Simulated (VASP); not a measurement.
```
HgTe
1.0
    0.00000     3.23000     3.23000
    3.23000     0.00000     3.23000
    3.23000     3.23000     0.00000
Hg Te
1 1
Direct
  0.00000   0.00000   0.00000
  0.25000   0.25000   0.25000
```

The numbers are results of optB86b-vdW, VASP's PBE PAW potentials (set 64) (plane waves; VASP 6.6.1), not measurements. Settings: 520 eV cut-off, 7×7×7 Γ-centred mesh, Gaussian smearing of 0.050 eV, potentials Hg Te.

Energy and stress use the plane-wave basis of the starting cell.

**Question.** The ions, cell shape and volume are relaxed. Predict the relaxed structure.

**Answer.** 
```
HgTe
1.0
    0.00000     3.29277     3.29277
    3.29277     0.00000     3.29277
    3.29277     3.29277     0.00000
Hg Te
1 1
Cartesian
  0.00000   0.00000   0.00000
  1.64638   1.64638   1.64638
```
Space group F-43m (216), at a tolerance of 0.03 Å.

**Question.** How do energy and volume change from the first to the last step?

**Answer.** The energy (σ→0) changes by -15.3 meV/atom and the volume by +5.9 %, in 3 ionic steps.

The compound is HgTe in the zinc blende structure. This run relaxes it. Symmetry was kept, so distortions that lower it aren't found.
